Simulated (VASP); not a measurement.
An input for Quantum ESPRESSO's pw.x (written as the equivalent of a VASP run, and not itself run):

```
&CONTROL
  calculation = 'scf'
  pseudo_dir = './pseudo'
  outdir = './out'
  tprnfor = .true.
  tstress = .true.
/
&SYSTEM
  ibrav = 0
  nat = 1
  ntyp = 1
  ecutwfc = 74
  occupations = 'smearing'
  smearing = 'methfessel-paxton'
  degauss = 0.00735
  input_dft = 'pbe'
/
&ELECTRONS
  conv_thr = 7.3e-08
  electron_maxstep = 100
/
ATOMIC_SPECIES
  W 183.840 W.upf
CELL_PARAMETERS angstrom
    -1.5800000    1.5800000    1.5800000
     1.5800000   -1.5800000    1.5800000
     1.5800000    1.5800000   -1.5800000
ATOMIC_POSITIONS crystal
  W    0.0000000  0.0000000  0.0000000
K_POINTS automatic
  12 12 12 0 0 0
```

**Question.** Write the VASP files for the same calculation (PBE).

**Answer.** This is not unique; one that fits is 
**INCAR**
```
ISIF=2   # forces and stress, cell fixed
SIGMA=0.1   # width (eV)
SYSTEM=W
LCHARG=.FALSE.
ENCUT=400   # plane-wave cut-off (eV)
LWAVE=.FALSE.
PREC=Accurate
NELM=100   # most electronic steps
ALGO=Normal   # blocked Davidson
LMAXMIX=6   # l cut-off of mixed one-centre charges
LREAL=.FALSE.
GGA=PE   # PBE
EDIFF=1E-6   # SCF stop (eV)
ISMEAR=1   # Methfessel-Paxton
LASPH=.TRUE.
```

File KPOINTS:
```
kpoints
0
G
  12 12 12
```

### POSCAR
```
W
1
   -1.5800000000     1.5800000000     1.5800000000
    1.5800000000    -1.5800000000     1.5800000000
    1.5800000000     1.5800000000    -1.5800000000
W
1
Direct
  0.0000000000   0.0000000000   0.0000000000
```

POTCAR, in this order: W_sv (PBE.64 set). Program: vasp_std.

The two are equivalent in intent, not identical: the potentials are each code's own (VASP's PAW set, PseudoDojo norm-conserving files in pw.x), so ENCUT and ecutwfc are chosen apart and not converted; conv_thr bounds pw.x's estimated SCF error, while EDIFF bounds the energy change between steps.

The compound is W in the bcc structure. The cell was not relaxed at this level.
